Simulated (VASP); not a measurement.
Method: LDA (Ceperley-Alder, Perdew-Zunger), VASP's LDA PAW potentials (set 64) (plane waves; VASP).

VASP input:

**INCAR**
```
SYSTEM = K2SnHgTe4
PREC = Accurate
ENCUT = 300
EDIFF = 1E-6
NELM = 100
ALGO = Normal
LREAL = .FALSE.
LASPH = .TRUE.
ISMEAR = 0
SIGMA = 0.01
LMAXMIX = 6
LWAVE = .FALSE.
LCHARG = .FALSE.
ISIF = 2
```

POSCAR:
```
K2SnHgTe4
1.0
 -4.3935300000   4.3935300000   3.7358400000
  4.3935300000  -4.3935300000   3.7358400000
  4.3935300000   4.3935300000  -3.7358400000
K Sn Hg Te
2 1 1 4
Cart
  0.0000000000   4.3935300000   0.0000000000
  4.3935300000   0.0000000000   0.0000000000
  0.0000000000   0.0000000000   0.0000000000
  0.0000000000   0.0000000000   3.7358400000
  1.5409867122  -1.5409867122   5.6947650624
  2.8525432878   2.8525432878  -1.9589250624
 -1.5409867122   1.5409867122   5.6947650624
  1.5409867122   1.5409867122   1.7769149376
```

**KPOINTS**
```
Automatic mesh
0
Gamma
5 5 5
0 0 0
```

POTCAR, in this order: K_sv Sn_d Hg Te (LDA.64 set). Program: vasp_std.

The run wrote:

OUTCAR:
```
 ion  position               nearest neighbor table
   1  0.500  0.000  0.500-   6 3.70   5 3.70   8 3.70   7 3.70   2 3.74   2 3.74
   2  0.000  0.500  0.500-   6 3.70   7 3.70   8 3.70   5 3.70   1 3.74   1 3.74
   3  0.000  0.000  0.000-   5 2.81   6 2.81   7 2.81   8 2.81   4 3.74   4 3.74
   4  0.500  0.500  0.000-   5 2.93   7 2.93   8 2.93   6 2.93   3 3.74   3 3.74
   5  0.587  0.938  0.000-   3 2.81   4 2.93   2 3.70   1 3.70
   6  0.062  0.062  0.649-   3 2.81   4 2.93   2 3.70   1 3.70
   7  0.938  0.587  0.000-   3 2.81   4 2.93   1 3.70   2 3.70
   8  0.413  0.413  0.351-   3 2.81   4 2.93   1 3.70   2 3.70
  LATTYP: Found a body centered tetragonal cell.
 ALAT       =     8.7870600000
 C/A-ratio  =     0.8503048801
 Subroutine PRICEL returns:
 Original cell was already a primitive cell.
 Subroutine GETGRP returns: Found  8 space group operations
The static configuration has the point symmetry D_2d.
The dynamic configuration has the point symmetry D_2d.
 Subroutine INISYM returns: Found  8 space group operations
 Subroutine IBZKPT returns following result:
 Found     18 irreducible k-points:

 Following reciprocal coordinates:
            Coordinates               Weight
  0.000000  0.000000  0.000000      1.000000
  0.200000  0.000000 -0.000000      8.000000
  0.400000  0.000000 -0.000000      8.000000
  0.200000  0.200000 -0.000000      8.000000
  0.400000  0.200000 -0.000000     16.000000
 -0.400000  0.200000  0.000000     16.000000
 -0.200000  0.200000  0.000000      4.000000
  0.400000  0.400000 -0.000000      8.000000
 -0.400000  0.400000  0.000000      4.000000
  0.200000  0.200000  0.200000      8.000000
 -0.200000  0.200000  0.200000      4.000000
 -0.400000  0.400000  0.200000      8.000000
 -0.200000  0.400000  0.200000      8.000000
 -0.400000 -0.400000  0.200000      8.000000
 -0.200000 -0.400000  0.200000      8.000000
 -0.200000 -0.200000  0.200000      2.000000
 -0.400000  0.400000  0.400000      4.000000
 -0.400000 -0.400000  0.400000      2.000000
   k-points           NKPTS =     18   k-points in BZ     NKDIM =     18   number of bands    NBANDS=     40
   number of dos      NEDOS =    301   number of ions     NIONS =      8
   total plane-waves  NPLWV =  74088
   dimension x,y,z NGX =    42 NGY =   42 NGZ =   42
   dimension x,y,z NGXF=    84 NGYF=   84 NGZF=   84
   ions per type =               2   1   1   4
   PREC   = accura    normal or accurate (medium, high low for compatibility)
   ISTART =      0    job   : 0-new  1-cont  2-samecut
   ICHARG =      2    charge: 1-file 2-atom 10-const
   ISPIN  =      1    spin polarized calculation?
   LNONCOLLINEAR =      F non collinear calculations
   LSORBIT =      F    spin-orbit coupling
   INIWAV =      1    electr: 0-lowe 1-rand  2-diag
   ENCUT  =  300.0 eV  22.05 Ry    4.70 a.u.  10.24 10.24 10.24*2*pi/ulx,y,z
   NELM   =    100;   NELMIN=  2; NELMDL= -5     # of ELM steps
   EDIFF  = 0.1E-05   stopping-criterion for ELM
   LREAL  =      F    real-space projection
   NLSPLINE    = F    spline interpolate recip. space projectors
   LMAXMIX     =    6 max onsite mixed and CHGCAR
   VOSKOWN=      0    Vosko Wilk Nusair interpolation
   EDIFFG = 0.1E-04   stopping-criterion for IOM
   NSW    =      0    number of steps for IOM
   NBLOCK =      1;   KBLOCK =      1    inner block; outer block
   IBRION =     -1    ionic relax: 0-MD 1-quasi-New 2-CG
   NFREE  =      0    steps in history (QN), initial steepest desc. (CG)
   ISIF   =      2    stress and relaxation
   ISYM   =      2    0-nonsym 1-usesym 2-fastsym
   TEIN   =    0.0    initial temperature
   TEBEG  =    0.0;   TEEND  =   0.0 temperature during run
   SMASS  =  -3.00    Nose mass-parameter (am)
   PSTRESS=    0.0 pullay stress
   NELECT =      68.0000    total number of electrons
   EFERMI =   0.00;   METHOD = LEGACY
   ISMEAR =     0;   SIGMA  =   0.01  broadening in eV -4-tet -1-fermi 0-gaus
...
```

File OSZICAR:
```
       N       E                     dE             d eps       ncg     rms          rms(c)
DAV:   1     0.421955995907E+03    0.42196E+03   -0.21944E+04  1456   0.105E+03
DAV:   2     0.162130786875E+02   -0.40574E+03   -0.39770E+03  1640   0.314E+02
DAV:   3    -0.252791764804E+02   -0.41492E+02   -0.40661E+02  1864   0.108E+02
DAV:   4    -0.278991406088E+02   -0.26200E+01   -0.26124E+01  2256   0.234E+01
DAV:   5    -0.279804549613E+02   -0.81314E-01   -0.81273E-01  2312   0.343E+00    0.101E+01
DAV:   6    -0.272670160917E+02    0.71344E+00   -0.15198E+00  1848   0.849E+00    0.790E+00
DAV:   7    -0.271959502260E+02    0.71066E-01   -0.63791E-01  1880   0.294E+00    0.288E+00
DAV:   8    -0.271854054202E+02    0.10545E-01   -0.73810E-02  1864   0.179E+00    0.872E-01
DAV:   9    -0.271850001280E+02    0.40529E-03   -0.91533E-03  1864   0.690E-01    0.221E-01
DAV:  10    -0.271847932230E+02    0.20690E-03   -0.11117E-03  1992   0.214E-01    0.107E-01
DAV:  11    -0.271848052131E+02   -0.11990E-04   -0.57331E-04  1832   0.125E-01    0.449E-02
DAV:  12    -0.271848023954E+02    0.28177E-05   -0.73025E-05  1600   0.389E-02    0.524E-02
DAV:  13    -0.271848005531E+02    0.18423E-05   -0.85191E-06  1880   0.122E-02    0.260E-02
DAV:  14    -0.271847976775E+02    0.28756E-05   -0.11862E-05  1416   0.209E-02    0.394E-03
DAV:  15    -0.271847978339E+02   -0.15642E-06   -0.18433E-06  1248   0.598E-03
   1 F= -.27184798E+02 E0= -.27184798E+02  d E =-.816571E-65
```

**OUTCAR**
```
------------------------ aborting loop because EDIFF is reached ----------------------------------------
  FORCE on cell =-STRESS in cart. coord.  units (eV):
  Direction    XX          YY          ZZ          XY          YZ          ZX
  --------------------------------------------------------------------------------------
  Total       -5.1405537     -5.1405537     -5.9932782      0.0000000      0.0000000      0.0000000
  in kB      -28.5525588    -28.5525588    -33.2889095      0.0000000      0.0000000      0.0000000
  external PRESSURE =     -30.1313424 kB  Pullay stress =       0.0000000 kB
  volume of cell :      288.45
      direct lattice vectors                 reciprocal lattice vectors
    -4.393530000  4.393530000  3.735840000     0.000000000  0.113803707  0.133838708
     4.393530000 -4.393530000  3.735840000     0.113803707  0.000000000  0.133838708
     4.393530000  4.393530000 -3.735840000     0.113803707  0.113803707  0.000000000
 POSITION                                       TOTAL-FORCE (eV/Angst)
 -----------------------------------------------------------------------------------
      0.00000      4.39353      0.00000        -0.000000      0.000000     -0.000000
      4.39353      0.00000      0.00000        -0.000000      0.000000     -0.000000
      0.00000      0.00000      0.00000        -0.000000      0.000000     -0.000000
      0.00000      0.00000      3.73584         0.000000      0.000000     -0.000000
      1.54099     -1.54099      5.69477        -0.196536      0.196536      0.002261
      2.85254      2.85254     -1.95893         0.196536      0.196536     -0.002261
     -1.54099      1.54099      5.69477         0.196536     -0.196536      0.002261
      1.54099      1.54099      1.77691        -0.196536     -0.196536     -0.002261
 -----------------------------------------------------------------------------------
    total drift:                               -0.000005     -0.000005     -0.000005
  FREE ENERGIE OF THE ION-ELECTRON SYSTEM (eV)
  ---------------------------------------------------
  free  energy   TOTEN  =       -27.1847978339 eV

  energy  without entropy=      -27.1847978339  energy(sigma->0) =      -27.18479783
```
(Selected blocks of OUTCAR.)

At this cut-off the stress carries a Pulay error, which pulls relaxed volumes low.

The structure comes from a computed database's K2SnHgTe4 entry; how it stands against other phases isn't given here. The cell was not relaxed at this level. The run is one of a series of settings (KPOINTS 5×5×5 Γ-centred mesh against the base run), some of them coarse on purpose.
